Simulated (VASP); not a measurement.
A run of VASP 6.6.1 is set up as follows.

The input INCAR:

```
SYSTEM = Fe
  ALGO = Normal
  EDIFF = 1E-7
  EDIFFG = -0.002
  ENCUT = 520
  GGA = PE
  IBRION = 2
  ISIF = 3
  ISMEAR = 0
  LASPH = .True.
  LCHARG = .False.
  LREAL = .False.
  LWAVE = .False.
  NELM = 60
  NSW = 80
  PREC = Accurate
  SIGMA = 0.1
```

KPOINTS

```
k-points
0
Gamma
  20 20 20
  0 0 0
```

File POSCAR:

```
Fe                                      
1.0
   -1.3781282992      1.3781282992      1.3781282992
    1.3781282992     -1.3781282992      1.3781282992
    1.3781282992      1.3781282992     -1.3781282992
  Fe            
     1
Direct
     0.0000000000000000    0.0000000000000000    0.0000000000000000
```

Potentials or basis: VASP PAW PBE potentials, release 64 (Fe).

The run is started by

```console
$ cat potpaw_PBE.64/Fe/POTCAR > POTCAR
$ mpirun -np 1 vasp_std > vasp.out
```

Problem. Estimate the relaxed volume.

Solution. 10.47 Å³/atom.

Problem. Estimate the space group after relaxing (to 0.05 Å).

Solution. Im-3m (No. 229).

Problem. What does it give for the band gap on the k mesh?

Solution. None (metal or under the smearing width).

Problem. Estimate the relaxed cell.

Solution. a = 2.387 Å, b = 2.387 Å, c = 2.387 Å, α = 109.47°, β = 109.47°, γ = 109.47°.

Final structure:
```yaml
crystal:
  lattice:
    - [-1.37822, 1.37822, 1.37822]
    - [1.37822, -1.37822, 1.37822]
    - [1.37822, 1.37822, -1.37822]
  atoms:
    - { symbol: Fe, position: [0.00000, 0.00000, 0.00000] }
```

Caveat: the run has no spin polarisation, though such a crystal can be magnetic. Spin polarisation is off, so any magnetic state and its effect on volume and gap are missing.
